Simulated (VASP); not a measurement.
The input files of a VASP run:

### INCAR
```
! general
SYSTEM  = TaRu3
PREC    = Accurate
ENCUT   = 400   ! plane-wave cut-off (eV)
LREAL   = .FALSE.   ! projection in real space or not
LASPH   = .TRUE.   ! aspherical one-centre terms

! electronic loop
EDIFF   = 1E-7   ! SCF stop (eV)
NELM    = 100   ! most electronic steps
ALGO    = Normal
LMAXMIX = 6   ! l cut-off of mixed one-centre charges

! smearing
ISMEAR  = -5   ! tetrahedra, Bloechl

! functional
GGA     = PS   ! PBEsol

! ions
ISIF    = 2   ! forces and stress, cell fixed

! output
LWAVE   = .FALSE.
LCHARG  = .TRUE.
LORBIT  = 11
NEDOS   = 601   ! DOS grid

! other
LEFG    = .TRUE.
```

**KPOINTS**
```
Automatic
0
gamma
7 7 8
0 0 0
```

File POSCAR:
```
TaRu3
1
    5.5146845915    -0.0000000000     0.0000000000
   -2.7573422958     4.7758572552    -0.0000000000
    0.0000000000     0.0000000000     4.3460075174
Ta Ru
2 6
Direct
  0.6666670000   0.3333330000   0.2500000000
  0.3333330000   0.6666670000   0.7500000000
  0.3313663397   0.1656831698   0.7500000000
  0.6686336603   0.8343168302   0.2500000000
  0.1656831698   0.3313663397   0.2500000000
  0.8343168302   0.6686336603   0.7500000000
  0.8343168302   0.1656831698   0.7500000000
  0.1656831698   0.8343168302   0.2500000000
```

POTCAR, in this order: Ta_pv Ru_pv (PBE.64 set). Program: vasp_std.

### Question
Translate this PBEsol calculation to Ansatz.

### Answer
One equivalent input (not run):
Ansatz 0.2 input:
```yaml
crystal:
  lattice:
    - [5.5146846, 0.0000000, 0.0000000]
    - [-2.7573423, 4.7758573, 0.0000000]
    - [0.0000000, 0.0000000, 4.3460075]
  atoms:
    - { symbol: Ta, position: [0.6666670, 0.3333330, 0.2500000] }
    - { symbol: Ta, position: [0.3333330, 0.6666670, 0.7500000] }
    - { symbol: Ru, position: [0.3313663, 0.1656832, 0.7500000] }
    - { symbol: Ru, position: [0.6686337, 0.8343168, 0.2500000] }
    - { symbol: Ru, position: [0.1656832, 0.3313663, 0.2500000] }
    - { symbol: Ru, position: [0.8343168, 0.6686337, 0.7500000] }
    - { symbol: Ru, position: [0.8343168, 0.1656832, 0.7500000] }
    - { symbol: Ru, position: [0.1656832, 0.8343168, 0.2500000] }
kpoints:
  mp_grid: { grid: [7, 7, 8] }
hamiltonian:
  xc: pbesol
  pseudopotentials: { kind: paw }
scf:
  occupations: { method: tetrahedron }
  max_iter: 100
output: { forces: true, stress: true, eigenvalues: true }
```
What does not carry over: each code has its own PAW files, so the cut-off isn't converted (ENCUT is set for VASP's; basis.ecutwfc is left out, and Ansatz then takes the one that its files recommend); Ansatz stops its SCF on the density residual and VASP on the energy change (EDIFF); the field gradients of LEFG aren't asked of the other code.

The structure comes from a computed database's TaRu3 entry (P6_3/mmc); how it stands against other phases isn't given here. It was relaxed first.
